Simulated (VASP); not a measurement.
Here is the system:

```xyz
2
Lattice="-2.9150 2.9150 1.5900 2.9150 -2.9150 1.5900 2.9150 2.9150 -1.5900" Properties=species:S:1:pos:R:3 pbc="T T T"
Sn     2.9150     0.0000     0.7950
Sn     0.0000     0.0000     0.0000
```

Computed with PBE GGA, VASP's PBE PAW potentials (set 64) (plane waves; VASP). Numerical set-up: 480 eV cut-off, 12×12×12 Γ-centred mesh, first-order Methfessel-Paxton smearing of 0.10 eV, potentials Sn.

Energy and stress use the plane-wave basis of the starting cell.

### Question
The ions, cell shape and volume are relaxed. Give the cell that the relaxation ends in.

### Answer

```xyz
2
Lattice="-2.9644 2.9644 1.6132 2.9644 -2.9644 1.6132 2.9644 2.9644 -1.6132" Properties=species:S:1:pos:R:3 pbc="T T T"
Sn     2.9644     0.0000     0.8066
Sn     2.9644     2.9644     1.6132
```
Space group I4_1/amd (141), at a tolerance of 0.03 Å.

### Question
How do energy and volume change from the first to the last step?

### Answer
The energy (σ→0) changes by -10.1 meV/atom and the volume by +4.9 %, in 4 ionic steps.

The compound is Sn in the beta structure. This run relaxes it. Symmetry was kept, so distortions that lower it aren't found.
